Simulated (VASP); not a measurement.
Level of theory: PBEsol GGA, VASP's PBE PAW potentials (set 64) (plane waves; VASP).

VASP input:

File POSCAR:
```
LiZn
1
    0.0000000000     3.0318250000     3.0318250000
    3.0318250000     0.0000000000     3.0318250000
    3.0318250000     3.0318250000     0.0000000000
Li Zn
2 2
Direct
  0.2500000000   0.2500000000   0.2500000000
  0.0000000000   0.0000000000   0.0000000000
  0.7500000000   0.7500000000   0.7500000000
  0.5000000000   0.5000000000   0.5000000000
```

### INCAR
```
NELM = 100
LMAXMIX = 4   ! l cut-off of mixed one-centre charges
ENCUT = 400
ISMEAR = 0
EDIFF = 1E-6   ! SCF stop (eV)
LASPH = .TRUE.
ISIF = 2
LCHARG = .FALSE.
GGA = PS
LWAVE = .FALSE.
LREAL = .FALSE.   ! projection in real space or not
SYSTEM = LiZn
PREC = Accurate
SIGMA = 0.05   ! width (eV)
ALGO = Normal   ! blocked Davidson
```

KPOINTS:
```
Automatic mesh
0
Gamma
6 6 6
0 0 0
```

POTCAR, in this order: Li_sv Zn (PBE.64 set). Program: vasp_std.

Output

**OSZICAR**
```
       N       E                     dE             d eps       ncg     rms          rms(c)
DAV:   1     0.125629575582E+03    0.12563E+03   -0.12340E+04   608   0.177E+03
DAV:   2    -0.102780665968E+00   -0.12573E+03   -0.12327E+03   611   0.324E+02
DAV:   3    -0.828473558674E+01   -0.81820E+01   -0.81251E+01  1018   0.757E+01
DAV:   4    -0.863328403176E+01   -0.34855E+00   -0.33840E+00   761   0.113E+01
DAV:   5    -0.863841534539E+01   -0.51313E-02   -0.51301E-02   830   0.170E+00    0.476E+00
DAV:   6    -0.795963073648E+01    0.67878E+00   -0.46736E+00   673   0.399E+01    0.301E+00
DAV:   7    -0.790966911427E+01    0.49962E-01   -0.36632E-01   686   0.969E+00    0.111E+00
DAV:   8    -0.789543117281E+01    0.14238E-01   -0.19292E-02   692   0.145E+00    0.227E-01
DAV:   9    -0.789425328688E+01    0.11779E-02   -0.29522E-03   838   0.825E-01    0.554E-02
DAV:  10    -0.789421122480E+01    0.42062E-04   -0.30259E-04   676   0.151E-01    0.113E-02
DAV:  11    -0.789420894893E+01    0.22759E-05   -0.33422E-05   900   0.817E-02    0.679E-03
DAV:  12    -0.789420846694E+01    0.48199E-06   -0.21630E-06   537   0.119E-02
   1 F= -.78942085E+01 E0= -.78898671E+01  d E =-.868267E-02
```

File OUTCAR:
```
------------------------ aborting loop because EDIFF is reached ----------------------------------------
  FORCE on cell =-STRESS in cart. coord.  units (eV):
  Direction    XX          YY          ZZ          XY          YZ          ZX
  --------------------------------------------------------------------------------------
  Total       -0.9147210     -0.9147210     -0.9147210     -0.0000000      0.0000000      0.0000000
  in kB      -26.2940113    -26.2940113    -26.2940113     -0.0000000      0.0000000      0.0000000
  external PRESSURE =     -26.2940113 kB  Pullay stress =       0.0000000 kB
  volume of cell :       55.74
      direct lattice vectors                 reciprocal lattice vectors
     0.000000000  3.031825000  3.031825000    -0.164917170  0.164917170  0.164917170
     3.031825000  0.000000000  3.031825000     0.164917170 -0.164917170  0.164917170
     3.031825000  3.031825000  0.000000000     0.164917170  0.164917170 -0.164917170
 POSITION                                       TOTAL-FORCE (eV/Angst)
 -----------------------------------------------------------------------------------
      1.51591      1.51591      1.51591        -0.000000     -0.000000     -0.000000
      0.00000      0.00000      0.00000         0.000000      0.000000      0.000000
      4.54774      4.54774      4.54774        -0.000000      0.000000     -0.000000
      3.03182      3.03182      3.03182         0.000000      0.000000      0.000000
 -----------------------------------------------------------------------------------
    total drift:                                0.000000      0.000000      0.000000
  FREE ENERGIE OF THE ION-ELECTRON SYSTEM (eV)
  ---------------------------------------------------
  free  energy   TOTEN  =        -7.8942084669 eV

  energy  without entropy=       -7.8855257978  energy(sigma->0) =       -7.88986713
```
(Selected blocks of OUTCAR.)

At this cut-off the stress carries a Pulay error, which pulls relaxed volumes low.

The structure comes from a computed database's LiZn entry (Fd-3m); how it stands against other phases isn't given here. The cell was not relaxed at this level. The run is one of a series of settings (KPOINTS 6×6×6 Γ-centred mesh against the base run), some of them coarse on purpose.
